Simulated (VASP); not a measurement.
GaN (relaxed from the wurtzite structure, space group P6_3mc) relaxed at rising pressure, in one space group throughout; other phases were not tried. The pressures are those reached. Calculation: PBEsol GGA, VASP's PBE PAW potentials (set 64) (plane waves; VASP).

| P (GPa) | V (Å³/atom) | k-mesh |
|---|---|---|
| -0.07 | 11.351 | 8×8×5 |
| 5.00 | 11.067 | 8×8×5 |
| 9.98 | 10.820 | 8×8×5 |
| 19.85 | 10.403 | 8×8×5 |
| 29.80 | 10.053 | 8×8×5 |

Task: Fit an equation of state and predict the volume at 44.96 GPa.

Result: Least squares on the third-order Birch-Murnaghan form, P = (3B0/2)(y⁷ − y⁵)[1 + (3/4)(B′ − 4)(y² − 1)] with y = (V0/V)^(1/3), gives V0 = 11.347 Å³/atom, B0 = 189 GPa and B′ = 4.3, and so 9.613 Å³/atom. The run gave 9.613 Å³/atom, -0.0 % from the fit.

Pressures at which the relaxation failed are left out.

The structure was generated: GaN was put into the wurtzite type (P6_3mc), which need not be its known phase.
